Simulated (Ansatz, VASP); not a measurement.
**CuS: VASP beside Ansatz**

Aim: how closely do two programs agree when they are given the same cell, functional and k mesh? The cell is taken from a series of runs on this material, whose earlier steps may have relaxed, scaled, displaced or heated it; both programs get it as it stands.

Program: Ansatz 0.2.0. Level of theory: plane waves, with VASP 6.6.1 beside it; single point at LDA. Results are calculated unless marked as measured.

### Step 1. The starting structure

It takes space group F-43m (No. 216, cubic). The conventional cell has a = 5.160 Å, b = 5.160 Å, c = 5.160 Å, α = 90.00°, β = 90.00°, γ = 90.00°. Cu has 4 S at 2.23 Å nearest. Nearest to S lie 4 Cu at 2.23 Å. Farther neighbours and most contacts between anions are not listed.

Coordinates:

```
Cu S
1.0
     0.00000    2.58003    2.58003
     2.58003    0.00000    2.58003
     2.58003    2.58003    0.00000
Cu S
1 1
Direct
  0.25000 0.25000 0.25000
  0.00000 0.00000 0.00000
```

### Step 2. VASP: single point, LDA, pair 1

With cell and atoms fixed, the geometry can't cause a difference; cores, projectors, grids and the points listed under the comparison can.

Lines of VASP's logs that name or quote its potential files are left out, and so is its time.

File INCAR:

```
SYSTEM = CuS
PREC = Accurate
ENCUT = 600
EDIFF = 1E-06
NELM = 120
ISMEAR = -1
SIGMA = 0.1
LREAL = .FALSE.
ALGO = Normal
GGA = PW92
NBANDS = 14
LASPH = .TRUE.
LORBIT = 11
LWAVE = .FALSE.
LCHARG = .FALSE.
ISIF = 2
GGA_COMPAT = .FALSE.
```

File POSCAR:

```
CuS
1.0
    0.0000000000      2.5800301133      2.5800301133
    2.5800301133      0.0000000000      2.5800301133
    2.5800301133      2.5800301133      0.0000000000
Cu S
1 1
Direct
    0.2500000000      0.2500000000      0.2500000000
    0.0000000000      0.0000000000      0.0000000000
```

File KPOINTS:

```
Automatic mesh
0
Gamma
6 6 6
0 0 0
```

The projector-augmented-wave data sets are Cu and S (LDA family, release 64).

Started as:

```bash
mpirun -np 1 vasp_std
```

Numbers of over 12 decimals in the logs are rounded to 6 here.

Log:

```text
[banner, memory and clock lines left out]
running    1 mpi-ranks, on    1 nodes
 distrk:  each k-point on    1 cores,    1 groups
 distr:  one band on    1 cores,    1 groups

 POSCAR found type information on POSCAR CuS
 POSCAR found :  2 types and       2 ions
|                                                                             |
|               ----> ADVICE to this user running VASP <----                  |
|                                                                             |
|     You enforced a specific xc type in the INCAR file but a different       |
|     [... a line on the potential file left out ...]
|     I HOPE YOU KNOW WHAT YOU ARE DOING!                                     |
|                                                                             |

 LDA part: xc-table for (Slater(with rela. corr.)+PW92), standard interpolation
 POSCAR, INCAR and KPOINTS ok, starting setup
 FFT: planning ... GRIDC
 FFT: planning ... GRID_SOFT
 FFT: planning ... GRID
 WAVECAR not read
 entering main loop
       N       E                     dE             d eps       ncg     rms          rms(c)
DAV:   1     0.938124214145E+02    0.93812E+02   -0.81393E+03   448   0.170E+03
DAV:   2    -0.396863473274E+01   -0.97781E+02   -0.89690E+02   460   0.283E+02
DAV:   3    -0.114569099453E+02   -0.74883E+01   -0.72399E+01   616   0.802E+01
DAV:   4    -0.116699465340E+02   -0.21304E+00   -0.21274E+00   504   0.122E+01
DAV:   5    -0.116777477940E+02   -0.78013E-02   -0.77999E-02   640   0.264E+00    0.118E+01
DAV:   6    -0.117974638973E+02   -0.11972E+00   -0.26193E+01   478   0.163E+02    0.988E+00
DAV:   7    -0.984736466243E+01    0.19501E+01   -0.66943E+00   562   0.944E+01    0.296E+00
DAV:   8    -0.986767323071E+01   -0.20309E-01   -0.50577E-01   682   0.168E+01    0.155E+00
DAV:   9    -0.984371609673E+01    0.23957E-01   -0.10776E-01   670   0.110E+01    0.333E-01
DAV:  10    -0.984414041234E+01   -0.42432E-03   -0.52723E-03   668   0.837E-01    0.253E-01
DAV:  11    -0.984418981436E+01   -0.49402E-04   -0.15276E-04   632   0.336E-01    0.121E-01
DAV:  12    -0.984413995207E+01    0.49862E-04   -0.32148E-04   562   0.638E-01    0.705E-02
DAV:  13    -0.984412313323E+01    0.16819E-04   -0.18548E-05   702   0.132E-01    0.494E-02
DAV:  14    -0.984412370832E+01   -0.57509E-06   -0.18054E-06   408   0.112E-02
   1 F= -.98441237E+01 E0= -.98164599E+01  d E =-.553277E-01
```

Parts of OUTCAR (step 2):

```text
ion  position               nearest neighbor table
   1  0.250  0.250  0.250-   2 2.23   2 2.23   2 2.23   2 2.23
   2  0.000  0.000  0.000-   1 2.23   1 2.23   1 2.23   1 2.23

  LATTYP: Found a face centered cubic cell.
 ALAT       =     5.1600602266

 Subroutine GETGRP returns: Found 24 space group operations
 (whereof 24 operations were pure point group operations)

The static configuration has the point symmetry T_d .

 Found     16 irreducible k-points:

   k-points           NKPTS =     16   k-points in BZ     NKDIM =     16   number of bands    NBANDS=     14

   dimension x,y,z NGX =    30 NGY =   30 NGZ =   30
   dimension x,y,z NGXF=    60 NGYF=   60 NGZF=   60

   ENCUT  =  600.0 eV  44.10 Ry    6.64 a.u.   7.29  7.29  7.29*2*pi/ulx,y,z

   NELECT =      17.0000    total number of electrons

 k-points in reciprocal lattice and weights: Automatic mesh
   0.00000000  0.00000000  0.00000000       0.005
   0.16666667  0.00000000  0.00000000       0.037
   0.33333333  0.00000000  0.00000000       0.037
   0.50000000  0.00000000  0.00000000       0.019
   0.16666667  0.16666667  0.00000000       0.028
   0.33333333  0.16666667  0.00000000       0.111
   0.50000000  0.16666667  0.00000000       0.111
  -0.33333333  0.16666667  0.00000000       0.111
  -0.16666667  0.16666667  0.00000000       0.056
[...]
-0.33333333  0.33333333  0.16666667       0.111
  -0.33333333  0.50000000  0.16666667       0.056

 average (electrostatic) potential at core
       1 -67.5357       2 -87.5178

 E-fermi :   4.3847

 k-point     1 :       0.0000    0.0000    0.0000
  band No.  band energies     occupation
    ...
      2       0.0959      2.00000
      3       0.0959      2.00000
      4       0.0959      2.00000
      5       1.6875      2.00000
      6       1.6875      2.00000
      7       5.6865      0.00000
      8       5.6865      0.00000
      9       5.6865      0.00000
     10       7.8099      0.00000
     11      11.6294      0.00000
    ...

 k-point     2 :       0.1667    0.0000    0.0000
  band No.  band energies     occupation
    ...
      3       0.1570      2.00000
      4       0.1570      2.00000
      5       1.6758      2.00000
      6       1.6758      2.00000
      7       4.2154      1.68926
      8       5.3735      0.00010
      9       5.3735      0.00010
     10       8.8560      0.00000
     11      11.6648      0.00000
     12      12.0976      0.00000
    ...

 k-point     3 :       0.3333    0.0000    0.0000
  band No.  band energies     occupation
    ...
      3       0.2629      2.00000
      4       0.2629      2.00000
      5       1.7048      2.00000
      6       1.7048      2.00000
      7       2.5149      2.00000
      8       4.8075      0.02873
      9       4.8075      0.02873
     10       9.0823      0.00000
     11      12.3295      0.00000
     12      12.3295      0.00000
    ...

  Total       -1.1437493     -1.1437493     -1.1437493     -0.0000000      0.0000000      0.0000000
  in kB      -53.3503277    -53.3503277    -53.3503277     -0.0000000      0.0000000      0.0000000
  external PRESSURE =     -53.3503277 kB  Pullay stress =       0.0000000 kB

  energy-cutoff  :      600.00
  volume of cell :       34.35
      direct lattice vectors                 reciprocal lattice vectors
     0.000000000  2.580030113  2.580030113    -0.193796188  0.193796188  0.193796188
     2.580030113  0.000000000  2.580030113     0.193796188 -0.193796188  0.193796188
     2.580030113  2.580030113  0.000000000     0.193796188  0.193796188 -0.193796188

 POSITION                                       TOTAL-FORCE (eV/Angst)
 -----------------------------------------------------------------------------------
      1.29002      1.29002      1.29002         0.000000      0.000000      0.000000
      0.00000      0.00000      0.00000        -0.000000     -0.000000     -0.000000
 -----------------------------------------------------------------------------------
    total drift:                                0.000000      0.000000      0.000001

  FREE ENERGIE OF THE ION-ELECTRON SYSTEM (eV)
  ---------------------------------------------------
  free  energy   TOTEN  =        -9.8441237083 eV

  energy  without entropy=       -9.7887960508  energy(sigma->0) =       -9.81645988

 total charge
# of ion       s       p       d       tot
------------------------------------------
    1        0.447   0.457   9.141  10.045
    2        1.331   2.338   0.000   3.670
--------------------------------------------------
tot          1.778   2.795   9.141  13.714

[... 3 further parts left out ...]
```

This run has no spin polarisation, so a moment on Cu, if there is one, isn't seen. Its electron count is odd, so without a moment it is a metal by construction.

### Step 3. Ansatz: single point, LDA, pair 1

Ansatz runs on its default PAW (the set named soft_2) files.

The same cell, functional (in two slightly different forms), mesh and smearing now go to Ansatz, which takes its cutoff from its data sets.

File input.yaml:

```yaml
crystal:
  lattice:
    - [0.0, 2.5800301133, 2.5800301133]
    - [2.5800301133, 0.0, 2.5800301133]
    - [2.5800301133, 2.5800301133, 0.0]
  atoms:
    - { symbol: Cu, position: [0.25, 0.25, 0.25] }
    - { symbol: S, position: [0.0, 0.0, 0.0] }
kpoints:
  mp_grid: { grid: [6, 6, 6] }
hamiltonian:
  xc: lda
scf:
  occupations: { method: fermi_dirac, width: 0.1 }
  n_extra_bands: 4
  max_iter: 120
output:
  eigenvalues: true
  forces: true
  stress: true
```

Started as:

```bash
ansatz run input.yaml --threads 4 --pin off --max-ram 9216MiB --backend cpu --events-out ev --progress --plain --runs-dir out
```

Log:

```text
scf.n_extra_bands = 4 over 13 filled bands (N_el = 25.0): the run solves 17 bands
Engine: ansatz 0.2.0, aarch64-unknown-linux-gnu
Pseudopotentials: kind: paw
Pseudopotential: Cu, paw, valence charge 19, recommended cutoff 420 eV (normal), Cu.paw.azcp
Pseudopotential: S, paw, valence charge 6, recommended cutoff 420 eV (normal), S.paw.azcp
Functional definition: SPW92
  exchange = slater_x
  correlation = pw_c
Crystal: 2 atoms, lattice volume = 34.348 Å³
Basis set: ecut = 420 eV, 645 PW (Γ)
Bands: 17, of which v1, the nominal top of the filled ones, is band 13 counted from 1 (12 counted from 0)
Symmetry: 24 space group operations
Space group: F-43m (ITA 216), of the structure as read, at distance tolerance 3.3e-5 Å
k-points: 16 of 216 (time reversal used)
Non-local potential: Cu, projectors of the file, l = 0: 3, l = 1: 2, l = 2: 3, l = 3: 1
Non-local potential: S, projectors of the file, l = 0: 2, l = 1: 2, l = 2: 2
PAW form: soft (Blöchl's): semilocal exchange-correlation on the pseudo side does not see the compensation charge
PAW frozen core: Cu, regenerated for the run's functional, and the local potential with it (the file was generated under x = pbe(κ = 0.804, μ = 0.219515), c = pbe(β = 0.066725))
PAW frozen core: S, regenerated for the run's functional, and the local potential with it (the file was generated under x = pbe(κ = 0.804, μ = 0.219515), c = pbe(β = 0.066725))
PAW one-centre angular grid: Cu, 590 points (default); XC on 64 Gauss nodes
PAW one-centre angular grid: S, 110 points (default); XC on 64 Gauss nodes
Initial density: superposition of atomic densities (neutral atoms: chi_scale 0, normalization atom), corrected by the library's trained network
Initial wavefunctions: pseudopotential atomic-orbital guess
Functional: x = slater, c = lda
SCF iter   1: F=—  HF=-7425.714602 eV  |F-HF|=—  |Δ(HF+E_count)|=         —  Δρ=1.18e-2  dr2=2.33e-2  ethr=1.77e-3  ⟨swp⟩=5.2  Hψ=1368  notcnv=0
preconditioner: auto → LDOS  [metal: Δε(μ)=0.161 eV  Ē_g=10.949 eV  σ=0.100 eV  W_gap=0.36  n_scr=14 (ndim 8)  ℏωp=26.1 eV  f_vac=0.049  D(μ)=1.70/eV (n_scr^D=14)  β→1.0]
SCF iter   2: F=—  HF=-7425.719918 eV  |F-HF|=—  |Δ(HF+E_count)|=   5.32e-3  Δρ=1.55e-2  dr2=4.15e-2  ethr=9.31e-5  ⟨swp⟩=2.0  Hψ=671  notcnv=0
SCF iter   3: F=—  HF=-7425.706986 eV  |F-HF|=—  |Δ(HF+E_count)|=   1.29e-2  Δρ=1.41e-3  dr2=4.02e-4  ethr=9.31e-5  ⟨swp⟩=2.0  Hψ=512  notcnv=0
SCF iter   4: F=—  HF=-7425.706856 eV  |F-HF|=—  |Δ(HF+E_count)|=   1.30e-4  Δρ=6.28e-5  dr2=7.26e-7  ethr=1.61e-6  ⟨swp⟩=2.1  Hψ=392  notcnv=0
SCF iter   5: F=—  HF=-7425.706857 eV  |F-HF|=—  |Δ(HF+E_count)|=   1.56e-6  Δρ=8.52e-5  dr2=1.88e-6  ethr=2.91e-9  ⟨swp⟩=2.1  Hψ=450  notcnv=0
SCF iter   6: F=—  HF=-7425.706857 eV  |F-HF|=—  |Δ(HF+E_count)|=   1.66e-7  Δρ=6.53e-5  dr2=9.44e-7  ethr=2.91e-9  ⟨swp⟩=1.0  Hψ=272  notcnv=0
SCF iter   7: F=-7425.706857 eV  HF=-7425.706857 eV  |F-HF|=3.89e-9  |Δ(HF+E_count)|=   1.98e-7  Δρ=4.35e-6  dr2=3.73e-9  ethr=4.00e-10  ⟨swp⟩=2.9  Hψ=1016  notcnv=0
SCF 1 converged in 7 iterations: F = -7425.706857 eV  dr2 = 3.73e-9
  greatest PAW one-centre occupation: 1.000 electrons in one spin orbital (limit 2), on the Cu atom at site 0 (counted from 0), in its partial waves of l = 0
SCF converged after 7 iterations
Free energy (F): -7425.706857 eV
Harris-Foulkes:  -7425.706857 eV  (|F-HF|=3.89e-9)
Internal energy: -7425.651658 eV  (E = F + TS)
E sigma→0 (E₀):  -7425.679258 eV
Entropy (-TS):   -0.055199 eV (-27.599 meV/atom)
Fermi energy:    8.177772 eV
--- Per-component energies (eV) ---
  E_band       = -505.970502
  E_kinetic    = 406.096264
  E_local      = -5551.491148  (includes V_loc(G=0)·N_el)
  E_nonlocal   = 421.980789
  E_hartree    = 2436.729311
  E_xc         = -184.942869
  E_vxc        = -202.782164  (∫ρ·V_xc dr)
  E_paw        = -2159.800642  (= ΣΔE_a)
  E_vpaw       = -453.227660  (= ΣTr[D̂ρ^β])
  E_aug_tail   = 0.000225  (compensation charges beyond the density's cutoff)
  E_ewald      = -2794.826446
  E_core_change = 0.602858  (= ΣΔE_core)
  E_smearing   = -0.055199  (= −TS)
  E_closure    = 0.000000  (closes the sum)
  Σ components = -7425.706857   (vs F -7425.706857, Δ=0.00e0)
--- Forces (eV/Å), atoms counted from 1 ---
  atom   1  Cu     0.00000000    -0.00000000     0.00000000
  atom   2  S      0.00000000     0.00000000     0.00000000
  max |Σ_I F_I| component: 1.90e-16 eV/Å
--- Stress (GPa, compression-positive) ---
       -4.990577       0.000000       0.000000
       -0.000000      -4.990577      -0.000000
        0.000000      -0.000000      -4.990577
  P = ⅓ Tr σ = -4.9906 GPa (-49.906 kbar)
--- Band table (eV; the first three rows and the last of 16) ---
  k-point 0: bands = [... 9 lower, 5.4945, 9.4889, 9.4889, 9.4889, 11.5355, 15.3055, 15.3055, 15.3055]
  k-point 1: bands = [... 9 lower, 5.4826, 8.0105, 9.1727, 9.1727, 12.5829, 15.3661, 15.7718, 15.7718]
  k-point 2: bands = [... 9 lower, 5.5123, 6.3181, 8.6016, 8.6016, 12.7992, 16.0137, 16.0137, 16.8907]
  k-point 15: bands = [... 9 lower, 5.5600, 5.7627, 6.2100, 6.9076, 13.6953, 14.7454, 18.0999, 18.2023]
```

The run ends at a pressure of -4.99 GPa.

### Step 4. Comparison

Known differences besides the potentials themselves: the data sets hold 25 valence electrons in Ansatz (on its default PAW (the set named soft_2) files) and 17 in VASP; the cutoff is 420 eV in Ansatz and 600 eV in VASP; VASP's log shows a relativistic correction to its local exchange, Ansatz's none. Total energies have different zeros and are not compared.

The two programs side by side:

```csv
quantity,Ansatz,VASP,difference
pressure (GPa),-4.99,-5.34,+0.34
```

### Step 5. Ansatz: single point, LDA, pair 2

With cell and atoms fixed, the geometry can't cause a difference; cores, projectors, grids and the points listed under the comparison can. The cell compared in this pair holds 32.29 Å³, against 34.35 Å³ for the pair before.

The cell is taken from a series of runs on this material, whose earlier steps may have relaxed, scaled, displaced or heated it; both programs get it as it stands.

File input.yaml:

```yaml
crystal:
  lattice:
    - [-2.5273616558, -2.5273616558, 0.0]
    - [-2.5273616558, 0.0, -2.5273616558]
    - [0.0, -2.5273616558, -2.5273616558]
  atoms:
    - { symbol: Cu, position: [0.25, 0.25, 0.25] }
    - { symbol: S, position: [0.0, 0.0, 0.0] }
kpoints:
  mp_grid: { grid: [12, 12, 12] }
  band_path:
    path:
      - [[0.0, 0.0, 0.0], [-0.5, -0.5, 0.0], [-0.375, -0.375, 0.25]]
      - [[-0.375, 0.0, 0.375], [0.0, 0.0, 0.0], [0.0, 0.0, 0.5], [-0.5, -0.25, 0.25], [-0.5, -0.5, 0.0]]
    npoints: 10
hamiltonian:
  xc: lda
scf:
  occupations: { method: gaussian, width: 0.08 }
  n_extra_bands: 19
  max_iter: 150
output:
  eigenvalues: true
  forces: true
  stress: true
  fatbands: true
```

Log:

```text
[...]
Crystal: 2 atoms, lattice volume = 32.287 Å³
Basis set: ecut = 420 eV, 609 PW (Γ)
Bands: 32, of which v1, the nominal top of the filled ones, is band 13 counted from 1 (12 counted from 0)
Symmetry: 24 space group operations
[...]
k-points: 72 of 1728 (time reversal used)
[...]
k-point 0: bands = [... 9 lower, 6.2192, 10.5857, 10.5857, 10.5857, 12.8361, 16.2710, 16.2710, 16.2710, ... 15 higher]
  k-point 1: bands = [... 9 lower, 6.2140, 10.0358, 10.4870, 10.4870, 13.2657, 16.2527, 16.4259, 16.4259, ... 15 higher]
  k-point 2: bands = [... 9 lower, 6.2055, 8.9996, 10.2337, 10.2337, 13.8470, 16.4511, 16.7744, 16.7744, ... 15 higher]
  k-point 71: bands = [... 9 lower, 6.3099, 6.5219, 6.8531, 7.8095, 15.5751, 17.0745, 17.9250, 18.2048, ... 15 higher]
[key lines of the parts left out:]
SCF converged after 7 iterations
Free energy (F): -7425.719963 eV
Fermi energy:    9.164521 eV
P = ⅓ Tr σ = 0.8888 GPa (8.888 kbar)
```

### Step 6. VASP: single point, LDA, pair 2

The same cell, functional (in two slightly different forms), mesh and smearing now go to VASP, with its own data sets.

Changes to INCAR since step 2:

```diff
@@ -5,4 +5,4 @@
 NELM = 120
-ISMEAR = -1
-SIGMA = 0.1
+ISMEAR = 0
+SIGMA = 0.08
 LREAL = .FALSE.
```

File POSCAR:

```
CuS
1.0
   -2.5273616558     -2.5273616558      0.0000000000
   -2.5273616558      0.0000000000     -2.5273616558
    0.0000000000     -2.5273616558     -2.5273616558
Cu S
1 1
Direct
    0.2500000000      0.2500000000      0.2500000000
    0.0000000000      0.0000000000      0.0000000000
```

File KPOINTS:

```
Automatic mesh
0
Gamma
12 12 12
0 0 0
```

Started as:

```bash
mpirun -np 1 vasp_std
```

Log:

```text
[banner, memory and clock lines left out]
running    1 mpi-ranks, on    1 nodes
[...]
[... a notice as in an earlier step ...]

 LDA part: xc-table for (Slater(with rela. corr.)+PW92), standard interpolation
 POSCAR, INCAR and KPOINTS ok, starting setup
[...]
entering main loop
       N       E                     dE             d eps       ncg     rms          rms(c)
DAV:   1     0.934291458765E+02    0.93429E+02   -0.80980E+03  2034   0.170E+03
DAV:   2    -0.408222610751E+01   -0.97511E+02   -0.89010E+02  2082   0.291E+02
DAV:   3    -0.115257282915E+02   -0.74435E+01   -0.70929E+01  2636   0.804E+01
DAV:   4    -0.117394866586E+02   -0.21376E+00   -0.21337E+00  2380   0.124E+01
[...]
DAV:  12    -0.985392499581E+01    0.29777E-04   -0.28357E-04  2472   0.616E-01    0.117E-01
DAV:  13    -0.985389677524E+01    0.28221E-04   -0.22314E-05  3204   0.147E-01    0.743E-02
DAV:  14    -0.985389641698E+01    0.35825E-06   -0.25578E-06  2026   0.121E-02
   1 F= -.98538964E+01 E0= -.98517621E+01  d E =-.426855E-02
```

[end of part 1 of 2]

[Lines on the potential files, build, host, timing and source positions are cut from VASP's logs without a mark.]

[Logs are printed without paths, hosts, clocks, repeated set-up lines and the standing remarks that a program may print on its own settings, such as how far it seeks lower states.]

[Hosts, paths, dates, database ids (printed as entryN), source tags and the programs' standing remarks are cut or masked in the printed files.]
